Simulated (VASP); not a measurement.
Level of theory: PBEsol GGA, VASP's PBE PAW potentials (set 64) (plane waves; VASP 6.6.1).

Input for VASP

### KPOINTS
```
Automatic mesh
0
Gamma
14 14 14
0 0 0
```

INCAR:
```
SYSTEM = In
PREC = Accurate
ENCUT = 400
EDIFF = 1E-6
NELM = 100
ALGO = Normal
LREAL = .FALSE.
LASPH = .TRUE.
ISMEAR = 1
SIGMA = 0.1
GGA = PS
LMAXMIX = 4
LWAVE = .FALSE.
LCHARG = .FALSE.
IBRION = 2
ISIF = 3
NSW = 60
EDIFFG = -0.01
```

### POSCAR
```
In
1.0
 -1.6250000000   1.6250000000   2.4750000000
  1.6250000000  -1.6250000000   2.4750000000
  1.6250000000   1.6250000000  -2.4750000000
In
1
Cartesian
  0.0000000000   0.0000000000   0.0000000000
```

POTCAR, in this order: In_d (PBE.64 set). Program: vasp_std.

Output

### OUTCAR
```
 ion  position               nearest neighbor table
   1  0.000  0.000  0.000-
  LATTYP: Found a body centered tetragonal cell.
 ALAT       =     3.2500000000
 C/A-ratio  =     1.5230769231
 Subroutine PRICEL returns:
 Original cell was already a primitive cell.
 Subroutine GETGRP returns: Found 16 space group operations
The static configuration has the point symmetry D_4h.
The dynamic configuration has the point symmetry D_4h.
 Subroutine INISYM returns: Found 16 space group operations
 Subroutine IBZKPT returns following result:
 Found    244 irreducible k-points:

 Following reciprocal coordinates:
            Coordinates               Weight
  0.000000  0.000000  0.000000      1.000000
  0.071429  0.000000  0.000000      8.000000
  0.142857  0.000000  0.000000      8.000000
  0.214286 -0.000000  0.000000      8.000000
  0.285714  0.000000 -0.000000      8.000000
  0.357143  0.000000  0.000000      8.000000
  0.428571 -0.000000  0.000000      8.000000
  0.500000  0.000000 -0.000000      4.000000
  0.071429  0.071429 -0.000000      8.000000
...
```

File OSZICAR:
```
       N       E                     dE             d eps       ncg     rms          rms(c)
DAV:   1     0.632100577049E+02    0.63210E+02   -0.55925E+03  4940   0.137E+03
DAV:   2    -0.657802283592E+00   -0.63868E+02   -0.63047E+02  4972   0.262E+02
DAV:   3    -0.297575612928E+01   -0.23180E+01   -0.23115E+01  5728   0.601E+01
DAV:   4    -0.302558189574E+01   -0.49826E-01   -0.49816E-01  6192   0.865E+00
DAV:   5    -0.302776795946E+01   -0.21861E-02   -0.21860E-02  6042   0.145E+00    0.227E+00
DAV:   6    -0.299201155477E+01    0.35756E-01   -0.70472E-02  5548   0.593E+00    0.108E+00
DAV:   7    -0.298535383917E+01    0.66577E-02   -0.18713E-02  5754   0.281E+00    0.281E-01
DAV:   8    -0.298472447884E+01    0.62936E-03   -0.71908E-04  5828   0.558E-01    0.251E-02
DAV:   9    -0.298472662837E+01   -0.21495E-05   -0.10294E-05  6636   0.414E-02    0.139E-02
DAV:  10    -0.298472717415E+01   -0.54578E-06   -0.73237E-07  2960   0.139E-02
   1 F= -.29847272E+01 E0= -.29847251E+01  d E =-.298473E+01
       N       E                     dE             d eps       ncg     rms          rms(c)
DAV:   1    -0.308905348865E+01   -0.10433E+00   -0.25195E+00  5478   0.360E+01    0.199E+00
DAV:   2    -0.299916299020E+01    0.89890E-01   -0.21052E-01  5456   0.110E+01    0.656E-01
DAV:   3    -0.298770564246E+01    0.11457E-01   -0.37440E-02  6662   0.446E+00    0.297E-01
DAV:   4    -0.298713172441E+01    0.57392E-03   -0.11584E-03  5134   0.362E-01    0.934E-02
DAV:   5    -0.298712521734E+01    0.65071E-05   -0.10516E-04  5684   0.124E-01    0.398E-02
DAV:   6    -0.298713759193E+01   -0.12375E-04   -0.15639E-05  5828   0.432E-02    0.248E-03
DAV:   7    -0.298713754076E+01    0.51172E-07   -0.30445E-07  3260   0.733E-03
   2 F= -.29871375E+01 E0= -.29871903E+01  d E =-.241037E-02
       N       E                     dE             d eps       ncg     rms          rms(c)
DAV:   1    -0.298713755107E+01    0.40860E-07   -0.22169E-06  2806   0.350E-02    0.165E-03
DAV:   2    -0.298713752727E+01    0.23801E-07   -0.18859E-07  2626   0.108E-02
   3 F= -.29871375E+01 E0= -.29871902E+01  d E =-.241035E-02
       N       E                     dE             d eps       ncg     rms          rms(c)
DAV:   1    -0.298808559011E+01   -0.94804E-03   -0.29604E-02  5612   0.189E+00    0.152E-01
DAV:   2    -0.298758642358E+01    0.49917E-03   -0.67000E-04  7086   0.559E-01    0.995E-02
DAV:   3    -0.298728074769E+01    0.30568E-03   -0.37382E-04  6202   0.603E-01    0.271E-02
DAV:   4    -0.298728413515E+01   -0.33875E-05   -0.47044E-05  5334   0.838E-02    0.293E-02
DAV:   5    -0.298728386267E+01    0.27248E-06   -0.18976E-06  3644   0.235E-02
   4 F= -.29872839E+01 E0= -.29873321E+01  d E =-.146335E-03
       N       E                     dE             d eps       ncg     rms          rms(c)
DAV:   1    -0.298808540446E+01   -0.80127E-03   -0.27493E-02  5594   0.183E+00    0.147E-01
DAV:   2    -0.298761915592E+01    0.46625E-03   -0.62291E-04  7090   0.539E-01    0.961E-02
DAV:   3    -0.298733472513E+01    0.28443E-03   -0.34879E-04  6168   0.580E-01    0.259E-02
DAV:   4    -0.298733789229E+01   -0.31672E-05   -0.44118E-05  5334   0.811E-02    0.283E-02
DAV:   5    -0.298733762832E+01    0.26397E-06   -0.17249E-06  3446   0.225E-02
   5 F= -.29873376E+01 E0= -.29873660E+01  d E =-.200101E-03
```

File OUTCAR:
```
------------------------ aborting loop because EDIFF is reached ----------------------------------------
  FORCE on cell =-STRESS in cart. coord.  units (eV):
  Direction    XX          YY          ZZ          XY          YZ          ZX
  --------------------------------------------------------------------------------------
  Total        0.0026919      0.0026919      0.0041308      0.0000000      0.0000000      0.0000000
  in kB        0.1691303      0.1691303      0.2595338      0.0000000      0.0000000      0.0000000
  external PRESSURE =       0.1992648 kB  Pullay stress =       0.0000000 kB
  volume of cell :       25.50
      direct lattice vectors                 reciprocal lattice vectors
    -1.605283526  1.605283526  2.473925099     0.000000000  0.311471458  0.202107978
     1.605283526 -1.605283526  2.473925099     0.311471458  0.000000000  0.202107978
     1.605283526  1.605283526 -2.473925099     0.311471458  0.311471458  0.000000000
 POSITION                                       TOTAL-FORCE (eV/Angst)
 -----------------------------------------------------------------------------------
      0.00000     -0.00000      0.00000         0.000000     -0.000000      0.000000
 -----------------------------------------------------------------------------------
    total drift:                               -0.000000     -0.000000      0.000000
  FREE ENERGIE OF THE ION-ELECTRON SYSTEM (eV)
  ---------------------------------------------------
  free  energy   TOTEN  =        -2.9873376283 eV

  energy  without entropy=       -2.9874228922  energy(sigma->0) =       -2.98736605

 reached required accuracy - stopping structural energy minimisation
```
(Selected blocks of OUTCAR.)

### CONTCAR
```
In
   1.00000000000000
    -1.6052835260142797    1.6052835260142797    2.4739250993513937
     1.6052835260142797   -1.6052835260142797    2.4739250993513937
     1.6052835260142797    1.6052835260142797   -2.4739250993513937
  In
     1
Direct
     0.0000000000000000    0.0000000000000000    0.0000000000000000
```

OUTCAR:
```
 val. band max:        7.6589404632   @ k =   0.2857   0.1429   0.0714

 cond. band min:       7.6866385843   @ k =  -0.2857   0.4286   0.0714


 Fermi energy:         7.6797443754

 k-point     1 :       0.0000    0.0000    0.0000
  band No.  band energies     occupation
      1      -7.0145      2.00000
      2      -6.8816      2.00000
      3      -6.8816      2.00000
      4      -6.8114      2.00000
      5      -6.6771      2.00000
      6      -2.0963      2.00000
      7      18.3973      0.00000
      8      18.3973      0.00000
      9      18.5981      0.00000
     10      19.3100      0.00000

 k-point     2 :       0.0714    0.0000    0.0000
  band No.  band energies     occupation
      1      -7.0051      2.00000
      2      -6.8829      2.00000
      3      -6.8731      2.00000
      4      -6.8092      2.00000
      5      -6.6811      2.00000
      6      -1.9821      2.00000
      7      17.0120      0.00000
      8      18.2242      0.00000
      9      18.2633      0.00000
     10      19.1679      0.00000

 k-point     3 :       0.1429    0.0000    0.0000
  band No.  band energies     occupation
      1      -6.9853      2.00000
      2      -6.8907      2.00000
      3      -6.8519      2.00000
      4      -6.7935      2.00000
      5      -6.6892      2.00000
      6      -1.6363      2.00000
      7      14.5465      0.00000
      8      17.5396      0.00000
      9      17.9661      0.00000
     10      19.1371      0.00000

 k-point     4 :       0.2143   -0.0000    0.0000
  band No.  band energies     occupation
      1      -6.9725      2.00000
      2      -6.9099      2.00000
      3      -6.8326      2.00000
      4      -6.7498      2.00000
      5      -6.6891      2.00000
      6      -1.0529      2.00000
      7      12.0611      0.00000
      8      16.7962      0.00000
      9      17.6555      0.00000
     10      19.1119      0.00000

 k-point     5 :       0.2857    0.0000   -0.0000
...
```

Energy and stress use the plane-wave basis of the starting cell. Unless said otherwise, spin-orbit coupling is left out, though it shifts the bands of the heavy elements here.

The compound is In in the bct structure. This run relaxes it. Symmetry was kept, so distortions that lower it aren't found.
